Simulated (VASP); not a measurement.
# Which face does Nb expose?, part 2 of 2

Which face of Nb is cheapest, and which holds its electrons hardest?

VASP 6.6.1; PBEsol; plane waves and PAW (Nb_pv).

So far. Step 5 (Vacuum level and density of states, 7 atoms, face …): The vacuum level lies 4.63 eV above the Fermi level at the upper face; both faces agree, as the slab has next to no dipole. Step 6 (Surface relaxation, 9 atoms, face Nb(100)): The run ended after 13 ionic steps, 0.258 eV below its first step, once the forces on the free atoms met EDIFFG = -0.03.

## 7. Vacuum level and density of states, 9 atoms, face Nb(100) (continued)

Valence density in the ca plane at fractional y = 0.000, with atoms of Nb within 0.2 Å of it. It is the smooth field of the valence electrons, not physical close to the nuclei.

Ten even steps from '0' (0.0 e/Å³) to '9' (4.5 e/Å³), each cell a mean:
```
01588510001488620001378620002588510000000000
00244200000244310000134310001244200000000000
00011000000011000000011100000011000000000000
00000000000000000000000000000000000000000000
00000000000000000000000000000000000000000000
00000000000000000000000000000000000000000000
00122100000122100000122100000122100000000000
01366410000366410000257520001466300000000000
01599610001599620001489730002699510000000000
```
Columns run along c (16.0 Å, from fractional 0.34 to 0.91 of the cell), rows up along a (3.3 Å). Atoms in or near the plane, at fractional coordinates: Nb at (0.38, 0.00), Nb at (0.50, 0.00), Nb at (0.62, 0.00), Nb at (0.73, 0.00).

The map of layer states is cut here 0.5 eV above the Fermi level, so it leaves out the states above that.

The vacuum level lies 3.67 eV above the Fermi level at the upper face; both faces agree, as the slab has next to no dipole.

The program found no field-free point at its default tolerance, but its printed level agrees with the flat part of the planar average.

On this mesh the fine structure of the density of states is sampling noise, and high empty states may be cut by the number of bands.

## 8. Relaxing the slab, 11 atoms, face Nb(111)

System of this step: Nb(111). The cell holds 11 atoms: 11 Nb. Cell: a = 4.644 Å, b = 4.644 Å, c = 24.480 Å, α = 90.0°, β = 90.0°, γ = 60.0°. It derives from Nb. 11 layers of bcc Nb, cut at this functional's lattice. Vacuum lies along c.

File INCAR:

```
SYSTEM = Nb
PREC = Normal
ENCUT = 320
EDIFF = 1E-05
NELM = 120
ISMEAR = 1
SIGMA = 0.15
LREAL = .FALSE.
ALGO = Fast
GGA = PS
NBANDS = 75
LASPH = .TRUE.
LORBIT = 11
LWAVE = .FALSE.
LCHARG = .FALSE.
KPAR = 4
IBRION = 2
NSW = 40
ISIF = 2
EDIFFG = -0.03
POTIM = 0.4
MAXMIX = 40
```

File POSCAR:

```
Nb
1.0
    4.6442710413      0.0000000000      0.0000000000
    2.3221355207      4.0220567039      0.0000000000
    0.0000000000      0.0000000000     24.4800785654
Nb
11
Direct
    0.6666666700      0.6666666700      0.3063715700
    0.0000000000      0.0000000000      0.3450972500
    0.3333333300      0.3333333300      0.3838229400
    0.6666666700      0.6666666700      0.4225486300
    0.0000000000      0.0000000000      0.4612743100
    0.3333333300      0.3333333300      0.5000000000
    0.6666666700      0.6666666700      0.5387256900
    0.0000000000      0.0000000000      0.5774513700
    0.3333333300      0.3333333300      0.6161770600
    0.6666666700      0.6666666700      0.6549027500
    0.0000000000      0.0000000000      0.6936284300
```

File KPOINTS:

```
Automatic mesh
0
Gamma
9 9 1
0 0 0
```

The projector-augmented-wave data sets are Nb_pv (PBE family, release 64).

Launch:

```sh
$ mpirun -np 4 vasp_std
```

It took 9.3 min on 4 MPI ranks of AMD EPYC 7R43, shared host; peak memory 1.1 GiB; 37 min of CPU time.

The run keeps the 12 symmetry operations of its start, so it cannot find a distortion of lower symmetry.

The steps of the relaxation:

```csv
step,energy less that of the first step (eV),largest force (eV/Å)
1,0.0000,1.8112
2,-0.3320,1.3092
3,-0.5645,0.6053
4,-0.6015,0.3876
5,-0.6393,0.2860
6,-0.6552,0.1247
7,-0.6594,0.0775
8,-0.6596,0.0832
9,-0.6617,0.0777
10,-0.6624,0.0734
11,-0.6637,0.0224
```

The atoms that moved most (Å):

```csv
atom,dx,dy,dz,length
Nb1,0.000,0.000,0.311,0.311
Nb11,0.000,0.000,-0.311,0.311
Nb9,0.000,0.000,0.092,0.092
Nb3,0.000,0.000,-0.092,0.092
Nb8,0.000,0.000,-0.071,0.071
Nb4,0.000,0.000,0.071,0.071
Nb2,0.000,0.000,0.033,0.033
Nb10,0.000,0.000,-0.033,0.033
```

The relaxed structure:

```cif
data_structure
_symmetry_space_group_name_H-M 'P 1'
_symmetry_Int_Tables_number 1
_cell_length_a 4.6443
_cell_length_b 4.6443
_cell_length_c 24.4801
_cell_angle_alpha 90.000
_cell_angle_beta 90.000
_cell_angle_gamma 60.000
_cell_volume 457.28
loop_
_atom_site_label
_atom_site_type_symbol
_atom_site_fract_x
_atom_site_fract_y
_atom_site_fract_z
_atom_site_occupancy
Nb1 Nb 0.66667 0.66667 0.31909 1
Nb2 Nb 0.00000 0.00000 0.34644 1
Nb3 Nb 0.33333 0.33333 0.38007 1
Nb4 Nb 0.66667 0.66667 0.42544 1
Nb5 Nb 0.00000 0.00000 0.46040 1
Nb6 Nb 0.33333 0.33333 0.50000 1
Nb7 Nb 0.66667 0.66667 0.53960 1
Nb8 Nb 0.00000 0.00000 0.57456 1
Nb9 Nb 0.33333 0.33333 0.61993 1
Nb10 Nb 0.66667 0.66667 0.65356 1
Nb11 Nb 0.00000 0.00000 0.68091 1
```

The run ended after 11 ionic steps, 0.664 eV below its first step, once the forces on the free atoms met EDIFFG = -0.03.

## 9. Potential and states of the slab, 11 atoms, face Nb(111)

File INCAR:

```
SYSTEM = Nb
PREC = Normal
ENCUT = 320
EDIFF = 1E-06
NELM = 120
ISMEAR = 1
SIGMA = 0.15
LREAL = .FALSE.
ALGO = Fast
GGA = PS
NBANDS = 75
LASPH = .TRUE.
LORBIT = 11
LWAVE = .FALSE.
LCHARG = .TRUE.
KPAR = 4
IDIPOL = 3
LDIPOL = .TRUE.
DIPOL = 0.5 0.5 0.5
LVHAR = .TRUE.
LVACPOTAV = .TRUE.
NEDOS = 1500
```

File POSCAR:

```
Nb
1.0
    4.6442710413      0.0000000000      0.0000000000
    2.3221355207      4.0220567039      0.0000000000
    0.0000000000      0.0000000000     24.4800785654
Nb
11
Direct
    0.6666666700      0.6666666700      0.3190909316
    0.0000000000      0.0000000000      0.3464374645
    0.3333333300      0.3333333300      0.3800706260
    0.6666666700      0.6666666700      0.4254422082
    0.0000000000      0.0000000000      0.4604000440
    0.3333333300      0.3333333300      0.5000000000
    0.6666666700      0.6666666700      0.5395999560
    0.0000000000      0.0000000000      0.5745577918
    0.3333333300      0.3333333300      0.6199293740
    0.6666666700      0.6666666700      0.6535625355
    0.0000000000      0.0000000000      0.6809090684
```

KPOINTS is that of step 8.

Launch:

```sh
$ mpirun -np 4 vasp_std
```

Wall time 2 min (4 MPI ranks); peak memory 1 GiB; 7.8 min of CPU time.

The map of layer states is cut here 0.5 eV above the Fermi level, so it leaves out the states above that.

The vacuum level lies 3.90 eV above the Fermi level at the upper face; both faces agree, as the slab has next to no dipole.

The program found no field-free point at its default tolerance, but its printed level agrees with the flat part of the planar average.

On this mesh the fine structure of the density of states is sampling noise, and high empty states may be cut by the number of bands.

## 10. The faces side by side

This step: surfaces of a metal, PBEsol; plane waves and PAW (VASP 6.6.1).

No new run; the numbers come from the runs before.

Symmetric slabs, all atoms free. All faces:

```csv
face,layers,area a surface atom (Å²),work function (eV),surface energy as cut (J/m²),surface energy relaxed (J/m²),change of the top spacing (%)
Nb(110),7,7.626,4.632,2.33,2.297,-3.28
Nb(100),9,10.79,3.671,2.752,2.56,-11.02
Nb(111),11,18.68,3.901,2.927,2.642,-29.38
```

Each surface energy is the slab's energy less its number of atoms times the bulk energy of -10.8197 eV, over twice the cell's area.

## 11. What came out

```
Nb(110) : 2.30 J/m², 4.63 eV
Nb(100) : 2.56 J/m², 3.67 eV
Nb(111) : 2.64 J/m², 3.90 eV
```

In words: The cheapest face is Nb(110) at 2.30 J/m², against 2.56 for Nb(100) and 2.64 for Nb(111). The work functions are 4.63 eV for Nb(110), 3.90 eV for Nb(111) and 3.67 eV for Nb(100). The densest face has the highest work function, as the smoothing of the electron density over an open face lowers the surface dipole. Among the others the order doesn't follow the density. The densest face is also the cheapest, since it cuts the fewest bonds an area. The top spacing changes by -3.3 % on Nb(110), -11.0 % on Nb(100) and -29.4 % on Nb(111), the most on the most open face. One thickness was run for each face, and bulk and slab meshes don't match, which leaves some hundredths of a J/m². The cells are 1 × 1 and can't reconstruct.

[Lines on the potential files, build, host, timing and source positions are cut from VASP's logs without a mark.]

[Logs are printed without paths, hosts, clocks, repeated set-up lines and the standing remarks that a program may print on its own settings, such as how far it seeks lower states.]

[Hosts, paths, dates, database ids (printed as entryN), source tags and the programs' standing remarks are cut or masked in the printed files.]

[Runs that stopped without an error message from VASP are left out.]
